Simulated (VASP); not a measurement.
Level of theory: r2SCAN meta-GGA, VASP's PBE PAW potentials (set 64) (plane waves; VASP).

A VASP calculation is set up with these files.

INCAR:
```
ALGO  =  Normal
EDIFF  =  1E-7
ENCUT  =  480
ISIF  =  2
ISMEAR  =  1
LASPH  =  T
LCHARG  =  F
LMAXMIX  =  4
LMIXTAU  =  T
LREAL  =  F
LWAVE  =  F
METAGGA  =  R2SCAN
NELM  =  100
PREC  =  Accurate
SIGMA  =  0.1
SYSTEM  =  Y
```

**POSCAR**
```
Y
1
    1.8420953783    -3.1906030715    -0.0000000000
    1.8420953783     3.1906030715     0.0000000000
   -0.0000000000    -0.0000000000     5.6752464319
Y
2
Direct
  0.3265472493   0.6598812493   0.2500000000
  0.6666670000   0.3333330000   0.7500000000
```

**KPOINTS**
```
Automatic
0
G
  10 10 6
```

POTCAR, in this order: Y_sv (PBE.64 set). Program: vasp_std.

Output of the run:

OUTCAR:
```
 ion  position               nearest neighbor table
   1  0.327  0.660  0.250-   2 3.53   2 3.53   2 3.55   2 3.55   2 3.56   2 3.56
   2  0.667  0.333  0.750-   1 3.53   1 3.53   1 3.55   1 3.55   1 3.56   1 3.56
  LATTYP: Found a hexagonal cell.
 ALAT       =     3.6841910025
 C/A-ratio  =     1.5404321948
 Subroutine PRICEL returns:
 Original cell was already a primitive cell.
 Subroutine GETGRP returns: Found  4 space group operations
The static configuration has the point symmetry C_1 .
 The point group associated with its full space group is C_2h.
The dynamic configuration has the point symmetry C_1 .
 Subroutine INISYM returns: Found  4 space group operations
 Subroutine IBZKPT returns following result:
 Found    208 irreducible k-points:

 Following reciprocal coordinates:
            Coordinates               Weight
  0.000000  0.000000  0.000000      1.000000
  0.100000 -0.000000  0.000000      2.000000
 -0.000000  0.100000  0.000000      2.000000
 -0.100000  0.100000  0.000000      2.000000
  0.200000 -0.000000  0.000000      2.000000
 -0.000000  0.200000  0.000000      2.000000
 -0.200000  0.200000  0.000000      2.000000
  0.300000 -0.000000  0.000000      2.000000
 -0.000000  0.300000  0.000000      2.000000
 -0.300000  0.300000  0.000000      2.000000
  0.400000 -0.000000  0.000000      2.000000
 -0.000000  0.400000  0.000000      2.000000
 -0.400000  0.400000  0.000000      2.000000
  0.500000 -0.000000  0.000000      1.000000
 -0.000000  0.500000  0.000000      1.000000
  0.500000  0.500000  0.000000      1.000000
  0.100000  0.100000  0.000000      2.000000
 -0.100000  0.200000  0.000000      2.000000
 -0.200000  0.100000  0.000000      2.000000
  0.200000  0.100000  0.000000      2.000000
 -0.100000  0.300000  0.000000      2.000000
 -0.300000  0.200000  0.000000      2.000000
 -0.200000  0.300000  0.000000      2.000000
  0.100000  0.200000  0.000000      2.000000
  0.300000 -0.100000  0.000000      2.000000
  0.300000  0.100000  0.000000      2.000000
 -0.100000  0.400000  0.000000      2.000000
 -0.400000  0.300000  0.000000      2.000000
 -0.300000  0.400000  0.000000      2.000000
  0.100000  0.300000  0.000000      2.000000
  0.400000 -0.100000  0.000000      2.000000
  0.400000  0.100000  0.000000      2.000000
 -0.100000  0.500000  0.000000      2.000000
  0.500000  0.400000  0.000000      2.000000
 -0.400000  0.500000  0.000000      2.000000
  0.100000  0.400000  0.000000      2.000000
  0.500000 -0.100000  0.000000      2.000000
  0.200000  0.200000  0.000000      2.000000
 -0.200000  0.400000  0.000000      2.000000
 -0.400000  0.200000  0.000000      2.000000
   k-points           NKPTS =    208   k-points in BZ     NKDIM =    208   number of bands    NBANDS=     15
   number of dos      NEDOS =    301   number of ions     NIONS =      2
   total plane-waves  NPLWV =  32928
   dimension x,y,z NGX =    28 NGY =   28 NGZ =   42
   dimension x,y,z NGXF=    56 NGYF=   56 NGZF=   84
   ions per type =               2
   PREC   = accura    normal or accurate (medium, high low for compatibility)
   ISTART =      0    job   : 0-new  1-cont  2-samecut
   ICHARG =      2    charge: 1-file 2-atom 10-const
   ISPIN  =      1    spin polarized calculation?
   LNONCOLLINEAR =      F non collinear calculations
   LSORBIT =      F    spin-orbit coupling
   INIWAV =      1    electr: 0-lowe 1-rand  2-diag
   ENCUT  =  480.0 eV  35.28 Ry    5.94 a.u.   6.58  6.58 10.14*2*pi/ulx,y,z
   NELM   =    100;   NELMIN=  2; NELMDL= -5     # of ELM steps
   EDIFF  = 0.1E-06   stopping-criterion for ELM
   LREAL  =      F    real-space projection
...
```

File OSZICAR:
```
       N       E                     dE             d eps       ncg     rms          rms(c)
DAV:   1     0.542736319553E+02    0.54274E+02   -0.11514E+04  6280   0.135E+03
DAV:   2    -0.385501293717E+02   -0.92824E+02   -0.91852E+02  7649   0.285E+02
DAV:   3    -0.477315179252E+02   -0.91814E+01   -0.90937E+01 12217   0.496E+01
DAV:   4    -0.479490182256E+02   -0.21750E+00   -0.21745E+00  6964   0.910E+00
DAV:   5    -0.479577345094E+02   -0.87163E-02   -0.87162E-02  8972   0.123E+00    0.308E+01
DAV:   6    -0.422858148550E+02    0.56719E+01   -0.94613E+00  7896   0.151E+01    0.217E+01
DAV:   7    -0.402390696292E+02    0.20467E+01   -0.48310E+00 10891   0.121E+01    0.367E+00
DAV:   8    -0.394847651953E+02    0.75430E+00   -0.24487E+00 10761   0.108E+01    0.567E+00
DAV:   9    -0.402464161602E+02   -0.76165E+00   -0.15132E+00  6240   0.101E+01    0.459E+00
DAV:  10    -0.405314790500E+02   -0.28506E+00   -0.11431E-01  6422   0.380E+00    0.352E-01
DAV:  11    -0.405563650012E+02   -0.24886E-01   -0.80013E-02  7403   0.265E+00    0.120E+00
DAV:  12    -0.405409511198E+02    0.15414E-01   -0.87393E-03  6428   0.105E+00    0.300E-01
DAV:  13    -0.405468227140E+02   -0.58716E-02   -0.79575E-03  6653   0.867E-01    0.489E-01
DAV:  14    -0.405408214478E+02    0.60013E-02   -0.27878E-03  6324   0.557E-01    0.212E-01
DAV:  15    -0.405438498078E+02   -0.30284E-02   -0.18441E-03  7367   0.415E-01    0.593E-02
DAV:  16    -0.405442211947E+02   -0.37139E-03   -0.18442E-04  7017   0.161E-01    0.476E-02
DAV:  17    -0.405441629559E+02    0.58239E-04   -0.76963E-05  9171   0.661E-02    0.202E-02
DAV:  18    -0.405441475829E+02    0.15373E-04   -0.30696E-05  6548   0.460E-02    0.261E-02
DAV:  19    -0.405441600851E+02   -0.12502E-04   -0.13799E-05  6478   0.385E-02    0.134E-02
DAV:  20    -0.405441595873E+02    0.49781E-06   -0.28337E-06  7591   0.141E-02    0.803E-03
DAV:  21    -0.405441596157E+02   -0.28384E-07   -0.18944E-07  5696   0.409E-03
   1 F= -.40544160E+02 E0= -.40544688E+02  d E =0.158486E-02
```

File OUTCAR:
```
------------------------ aborting loop because EDIFF is reached ----------------------------------------
  FORCE on cell =-STRESS in cart. coord.  units (eV):
  Direction    XX          YY          ZZ          XY          YZ          ZX
  --------------------------------------------------------------------------------------
  Total       -0.0009457     -0.0028019      0.0008409     -0.0450865      0.0000000      0.0000000
  in kB       -0.0227128     -0.0672916      0.0201952     -1.0828232      0.0000000      0.0000000
  external PRESSURE =      -0.0232697 kB  Pullay stress =       0.0000000 kB
  volume of cell :       66.71
      direct lattice vectors                 reciprocal lattice vectors
     1.842095378 -3.190603071  0.000000000     0.271430028 -0.156710186  0.000000000
     1.842095378  3.190603071  0.000000000     0.271430028  0.156710186  0.000000000
     0.000000000  0.000000000  5.675246432     0.000000000  0.000000000  0.176203802
 POSITION                                       TOTAL-FORCE (eV/Angst)
 -----------------------------------------------------------------------------------
      1.81710      1.06354      1.41881         0.034219     -0.000826      0.000000
      1.84210     -1.06354      4.25643        -0.034219      0.000826     -0.000000
 -----------------------------------------------------------------------------------
    total drift:                               -0.000001      0.000003     -0.000000
  FREE ENERGIE OF THE ION-ELECTRON SYSTEM (eV)
  ---------------------------------------------------
  free  energy   TOTEN  =       -40.5441596157 eV

  energy  without entropy=      -40.5457444730  energy(sigma->0) =      -40.54468790
```
(Selected blocks of OUTCAR.)

The compound is Y in the hcp structure. This cell was strained or had an atom moved on purpose.
